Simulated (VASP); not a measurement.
# Mg6CrCu (Amm2) in VASP: settings compared, part 2 of 2

VASP 6.6.1. The steps go on from the part before.

### Step 3. Single point, RPBE, collinear spin, ferromagnetic start

run.py

```python
from ase.calculators.vasp import Vasp
from ase.dft.bandgap import bandgap
from ase.io import read

atoms = read('Mg6CrCu.xyz')
atoms.set_initial_magnetic_moments([0.6, 3.0, 0.0, 0.0, 0.0, 0.0, 0.0, 0.0])
calc = Vasp(
    directory='calc',
    xc='rpbe',
    pp='PBE',
    setups='materialsproject',
    prec='Accurate',
    encut=520,
    ediff=1e-07,
    ismear=0,
    sigma=0.05,
    lreal=False,
    lasph=True,
    nelm=150,
    algo='Normal',
    isif=2,
    lwave=False,
    lcharg=False,
    ispin=2,
    lorbit=11,
    lmaxmix=4,
    kpts=[6, 5, 5],
    gamma=True,
)
atoms.calc = calc

print('energy (eV):', atoms.get_potential_energy())
print('free energy (eV):', atoms.get_potential_energy(force_consistent=True))
print('forces (eV/A):')
print(atoms.get_forces())
print('stress (eV/A^3, Voigt):', atoms.get_stress())
print('Fermi level (eV):', calc.get_fermi_level())
print('moment (muB):', atoms.get_magnetic_moment())
print('site moments (muB):', atoms.get_magnetic_moments())
gap, top, bottom = bandgap(calc)
print('band gap (eV):', gap, 'from (spin, k, band)', top, 'to', bottom)
```

Mg6CrCu.xyz

```xyz
8
Lattice="4.9070180000 0.0000000000 0.0000000000 0.0000000000 3.0655915000 5.2655970000 0.0000000000 -3.0655915000 5.2655970000" Properties=species:S:1:pos:R:3 pbc="T T T"
Cu     2.4535090000      0.0000000000      8.7772447017
Cr     2.4535090000      0.0000000000      3.5057607642
Mg     0.0000000000      0.0000000000      1.7904925415
Mg     0.0000000000      0.0000000000      7.0631875662
Mg     0.0000000000      1.5381911910      4.3494884339
Mg     0.0000000000     -1.5381911910      4.3494884339
Mg     2.4535090000      1.5424033138      6.1445725760
Mg     2.4535090000     -1.5424033138      6.1445725760
```

Potentials or basis: VASP PAW PBE potentials, release 64 (Cu_pv, Cr_pv, Mg_pv).

Command:

```
$ python run.py
```

Standard output:

```text
energy (eV): -19.24231802
free energy (eV): -19.245078
forces (eV/A):
[[ 0.          0.          0.00927575]
 [ 0.          0.          0.01577292]
 [ 0.          0.          0.01738582]
 [ 0.          0.          0.0744089 ]
 [ 0.          0.04683561 -0.04610143]
 [ 0.         -0.04683561 -0.04610143]
 [ 0.         -0.00142611 -0.01232027]
 [ 0.          0.00142611 -0.01232027]]
stress (eV/A^3, Voigt): [-0.00742171 -0.01158571 -0.01101906 -0.         -0.         -0.        ]
Fermi level (eV): 3.32524694
moment (muB): 4.1524409
site moments (muB): [ 0.01   3.728 -0.006  0.007 -0.005 -0.005 -0.012 -0.012]
band gap (eV): 0.0 from (spin, k, band) (None, None, None) to (None, None, None)
```

OUTCAR:

```text
ENCUT = 520.000000
   EDIFF = 1.00e-07
   GGA = RP
   PREC = Accurate
   ISIF = 2
   ISMEAR = 0
   ISPIN = 2
   LORBIT = 11
[... 2738 lines left out ...]
    8        0.200   6.091   0.014   6.306
--------------------------------------------------
tot          1.773  48.824  13.019  63.615

 magnetization (x)

# of ion       s       p       d       tot
------------------------------------------
    1       -0.013  -0.001   0.024   0.010
    2        0.058   0.045   3.625   3.728
    3       -0.009   0.002   0.002  -0.006
    4        0.009  -0.001  -0.001   0.007
    5       -0.007   0.001   0.001  -0.005
    6       -0.007   0.001   0.001  -0.005
    7       -0.011  -0.002   0.001  -0.012
    8       -0.011  -0.002   0.001  -0.012
--------------------------------------------------
tot          0.009   0.043   3.655   3.707
```

INCAR:

```text
ENCUT = 520.000000
SIGMA = 0.050000
EDIFF = 1.00e-07
ALGO = Normal
GGA = RP
PREC = Accurate
ISIF = 2
ISMEAR = 0
ISPIN = 2
LMAXMIX = 4
LORBIT = 11
NELM = 150
LASPH = .TRUE.
LCHARG = .FALSE.
LWAVE = .FALSE.
LREAL = .FALSE.
MAGMOM = 1*0.6000 1*3.0000 6*0.0000
```

Run time: 9.2 min. Hardware: 1 thread of Intel Xeon Platinum 8259CL at 2.50GHz (Skylake/Cascade Lake), shared host; peak memory 0.59 GiB.

Results:

- Free energy: -19.2451 eV
- Pressure: 1.6 GPa
- Largest force: 0.074 eV/Å
- Band gap on the k mesh: none (metal or under the smearing width)
- Net moment: 4.15 μB per cell
- Site moments: Cu +0.01; Cr +3.73; Mg -0.01, +0.01 μB
- Valence electrons inside the program's atomic spheres: Cu 15.26; Cr 10.49; Mg 6.33, 6.31

Forces on the atoms (eV/Å):
```
Cu   0.000  0.000  0.009
Cr   0.000  0.000  0.016
Mg   0.000  0.000  0.017
Mg   0.000  0.000  0.074
Mg   0.000  0.047 -0.046
Mg   0.000 -0.047 -0.046
Mg   0.000 -0.001 -0.012
Mg   0.000  0.001 -0.012
```

Caveat: the PAW data sets were made with another functional, which shifts forces and pressure a little.

### Step 4. Single point, revPBE+dDsC, collinear spin, ferromagnetic start (volume scaled by 1.04)

run.py

```python
from ase.calculators.vasp import Vasp
from ase.dft.bandgap import bandgap
from ase.spacegroup import crystal

atoms = crystal(
    ['Cu', 'Cr', 'Mg', 'Mg', 'Mg', 'Mg'],
    basis=[[0.5, 0.5, 0.333452], [0.5, 0.5, 0.832893], [0.0, 0.5, 0.670018], [0.0, 0.5, 0.170692], [0.0, 0.75088, 0.91301], [0.5, 0.751567, 0.083464]],
    spacegroup=38,
    setting=1,
    cellpar=[4.97159143, 6.21186571, 10.66977823, 90.0, 90.0, 90.0],
    primitive_cell=True,
)
atoms.set_initial_magnetic_moments([3.0, 0.0, 0.0, 0.0, 0.6, 0.0, 0.0, 0.0])
calc = Vasp(
    directory='calc',
    xc='revpbe',
    pp='PBE',
    setups='recommended',
    pp_version='54',
    prec='Accurate',
    encut=520,
    ediff=1e-06,
    ismear=-4,
    sigma=0.5,
    lreal=False,
    lasph=True,
    nelm=150,
    algo='Fast',
    isif=2,
    lwave=False,
    lcharg=False,
    ispin=2,
    lorbit=11,
    lmaxmix=4,
    ivdw=4,
    kpts=[5, 5, 6],
    gamma=True,
)
atoms.calc = calc

print('energy (eV):', atoms.get_potential_energy())
print('free energy (eV):', atoms.get_potential_energy(force_consistent=True))
print('forces (eV/A):')
print(atoms.get_forces())
print('stress (eV/A^3, Voigt):', atoms.get_stress())
print('Fermi level (eV):', calc.get_fermi_level())
print('moment (muB):', atoms.get_magnetic_moment())
print('site moments (muB):', atoms.get_magnetic_moments())
gap, top, bottom = bandgap(calc)
print('band gap (eV):', gap, 'from (spin, k, band)', top, 'to', bottom)
```

Potentials or basis: VASP PAW PBE potentials, release 54 (Cr_pv, Mg, Cu).

Command:

```
$ python run.py
```

It took 8.2 min on 1 thread of Intel Xeon Platinum 8259CL at 2.50GHz (Skylake/Cascade Lake), shared host; peak memory 0.53 GiB.

The run converged. Its results:

* Free energy: -21.6338 eV
* Pressure: -3.0 GPa
* Largest force: 0.067 eV/Å
* Band gap on the k mesh: none (metal or under the smearing width)
* Net moment: 4.23 μB per cell
* Site moments: Cr +3.73; Mg -0.00, +0.01, -0.01; Cu +0.00 μB
* Valence electrons inside the program's atomic spheres: Cr 10.47; Mg 0.37, 0.35; Cu 9.79
* Hirshfeld charges: Cr -0.03; Mg -0.01, +0.02, +0.04, +0.03; Cu -0.08 e
* Dispersion energy per atom: -0.276 eV

Forces on the atoms (eV/Å):
```
Cr   0.000  0.000  0.013
Mg   0.000  0.000  0.033
Mg   0.000  0.023 -0.056
Mg   0.000 -0.023 -0.056
Cu   0.000  0.000  0.003
Mg   0.000  0.000  0.067
Mg   0.000  0.019 -0.002
Mg   0.000 -0.019 -0.002
```

Stress tensor (GPa, compression positive):
```
-3.34  0.00  0.00
 0.00 -2.77  0.00
 0.00  0.00 -2.76
```

Levels at points of the mesh, in eV from the Fermi level:
Spin up:
```tsv
k point	band 17	band 18	band 19	band 20	band 21	band 22	band 23	band 24
(0.00, 0.00, 0.00)	-1.33	-1.33	-1.03	-0.60	-0.18	0.66	3.25	3.42
(0.00, 0.00, 0.50)	-0.81	-0.77	-0.76	-0.52	-0.43	0.31	0.75	0.95
```
Spin down:
```csv
k point,band 14,band 15,band 16,band 17,band 18,band 19
"(0.00, 0.00, 0.00)",-1.44,-1.40,-1.21,-0.18,1.26,1.60
"(0.00, 0.00, 0.50)",-0.67,-0.64,-0.45,-0.22,-0.16,-0.03
```

Caveat: the PAW data sets were made with another functional, which shifts forces and pressure a little; pairwise dispersion overbinds metals, which lowers pressure and volume.

### Step 5. For comparison

An earlier run on the cell as given: functional PBE; potentials or basis VASP PAW PBE potentials, release 64 (Cu, Cr_pv, Mg); cutoff 520 eV; k mesh 6 × 5 × 5; occupations fermi-dirac, width 0.05 eV; collinear spin, ferromagnetic start; starting moments [0.6, 3.0, 0.0, 0.0, 0.0, 0.0, 0.0, 0.0] μB.

* Pressure: 0.0 GPa
* Largest force: 0.091 eV/Å
* Band gap on the k mesh: none (metal or under the smearing width)
* Net moment: 4.15 μB per cell
* Site moments: Cu +0.00; Cr +3.70; Mg -0.01, +0.01, -0.00 μB
* Valence electrons inside the program's atomic spheres: Cu 9.81; Cr 10.49; Mg 0.39, 0.37, 0.36

### Step 6. The runs side by side

```csv
level,potentials or basis,cell,k mesh,smearing,other keys,gap on the mesh (eV),pressure (GPa),moment (μB),largest force (eV/Å)
RPBE,"VASP PAW PBE potentials, release 64 (Cu_pv, Cr_pv, Mg_pv)",as given,6 × 5 × 5,gaussian 0.05 eV,-,none,1.6,4.15,0.07
revPBE+dDsC,"VASP PAW PBE potentials, release 54 (Cr_pv, Mg, Cu)",volume scaled by 1.04,5 × 5 × 6,"tetrahedron, uncorrected 0.5 eV",ISMEAR = -4; SIGMA = 0.5,none,-3.0,4.23,0.07
PBE,"VASP PAW PBE potentials, release 64 (Cu, Cr_pv, Mg)",as given,6 × 5 × 5,fermi-dirac 0.05 eV,-,none,0.0,4.15,0.09
```

Alike in all rows: task single point; spin collinear, ferromagnetic start; cutoff (eV) 520.

Caveats: the PAW data sets were made with another functional, which shifts forces and pressure a little (some runs); pairwise dispersion overbinds metals, which lowers pressure and volume (some runs).

Absolute energies hang on the potentials; compare differences alone.
